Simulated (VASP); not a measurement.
Level of theory: PW91 GGA, VASP's PBE PAW potentials (set 64) (plane waves; VASP).

VASP ran on this input.

File POSCAR:
```
Ge atom
26.0
  0.4615384615   0.0000000000   0.0000000000
  0.0000000000   0.4807692308   0.0000000000
  0.0000000000   0.0000000000   0.5000000000
Ge
1
direct
  0.0000000000   0.0000000000   0.0000000000
```

INCAR:
```
ALGO = All
EDIFF = 1E-6
ENCUT = 520
GGA = 91
ISMEAR = 0
ISPIN = 2
ISYM = 0
LASPH = .True.
LCHARG = .False.
LMAXMIX = 4
LORBIT = 10
LREAL = .False.
LWAVE = .False.
MAGMOM = 2
NELM = 200
NUPDOWN = 2
PREC = Normal
SIGMA = 0.01
SYSTEM = Ge atom
```

File KPOINTS:
```
kpoints
0
G
 1 1 1
0 0 0
```

POTCAR, in this order: Ge_d (PBE.64 set). Program: vasp_gam. Read from the step before: WAVECAR.

Output

### OSZICAR
```
       N       E                     dE             d eps       ncg     rms           ort
SDA:   1    -0.716723303789E+00   -0.71672E+00    0.00000E+00    12   0.376E-02   0.000E+00
CGA:   2    -0.717482032992E+00   -0.75873E-03   -0.75912E-03    12   0.203E-02  -0.654E-04
CGA:   3    -0.717807403706E+00   -0.32537E-03   -0.32518E-03    12   0.341E-03  -0.946E-05
CGA:   4    -0.717891835946E+00   -0.84432E-04   -0.84757E-04    12   0.138E-03  -0.272E-05
CGA:   5    -0.717925326778E+00   -0.33491E-04   -0.36507E-04    12   0.541E-04  -0.193E-04
CGA:   6    -0.717934786270E+00   -0.94595E-05   -0.94267E-05    12   0.113E-04  -0.290E-05
CGA:   7    -0.717937237512E+00   -0.24512E-05   -0.24777E-05    12   0.332E-05  -0.940E-06
CGA:   8    -0.717937999235E+00   -0.76172E-06   -0.78145E-06    12   0.103E-05  -0.169E-06
   1 F= -.71793800E+00 E0= -.71408146E+00  d E =-.771307E-02  mag=     2.0000
```

OUTCAR:
```
------------------------ aborting loop because EDIFF is reached ----------------------------------------
  FORCE on cell =-STRESS in cart. coord.  units (eV):
  Direction    XX          YY          ZZ          XY          YZ          ZX
  --------------------------------------------------------------------------------------
  Total       -0.0032379     -0.0108288     -0.0074318     -0.0000844      0.0001479     -0.0000188
  in kB       -0.0026603     -0.0088973     -0.0061062     -0.0000693      0.0001215     -0.0000155
  external PRESSURE =      -0.0058879 kB  Pullay stress =       0.0000000 kB
  volume of cell :     1950.00
      direct lattice vectors                 reciprocal lattice vectors
    12.000000000  0.000000000  0.000000000     0.083333333  0.000000000  0.000000000
     0.000000000 12.500000000  0.000000000     0.000000000  0.080000000  0.000000000
     0.000000000  0.000000000 13.000000000     0.000000000  0.000000000  0.076923077
 POSITION                                       TOTAL-FORCE (eV/Angst)
 -----------------------------------------------------------------------------------
      0.00000      0.00000      0.00000         0.000000      0.000000      0.000000
 -----------------------------------------------------------------------------------
    total drift:                                0.000000      0.000000      0.000000
  FREE ENERGIE OF THE ION-ELECTRON SYSTEM (eV)
  ---------------------------------------------------
  free  energy   TOTEN  =        -0.7179379992 eV

  energy  without entropy=       -0.7102249275  energy(sigma->0) =       -0.71408146

 total charge

# of ion       s       p       d       tot
------------------------------------------
    1        1.309   0.760   9.956  12.024

 magnetization (x)

# of ion       s       p       d       tot
------------------------------------------
    1       -0.000   0.760   0.000   0.760
```
(Selected blocks of OUTCAR.)

The atom may not be in its lowest state.

The cell is a free atom in a box.
